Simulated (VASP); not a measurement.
Data:

```xyz
2
Lattice="1.5848 -2.7449 0.0000 1.5848 2.7449 0.0000 0.0000 0.0000 5.0526" Properties=species:S:1:pos:R:3 pbc="T T T"
Mg     1.5848     0.9150     1.2632
Mg     1.5848    -0.9150     3.7895
```

The numbers are results of PBE GGA with D3 dispersion (zero damping), VASP's PBE PAW potentials (set 64) (plane waves; VASP), not measurements. Numerical set-up: 520 eV cut-off, 15×15×8 Γ-centred mesh, tetrahedra with Blöchl corrections, potentials Mg.

Q: Estimate the energy per atom (σ→0), band gap (on the k-mesh) with the smallest direct gap where there is one.

A: 
* **band gap (on the k-mesh)**: none (metal, semimetal or under 0.01 eV)
* **energy per atom (σ→0)**: -1.711 eV/atom

The absolute energy has meaning only against runs of the same code, potentials and settings.

The compound is Mg in the hcp structure. It was relaxed first, which changed the volume by -5 %.
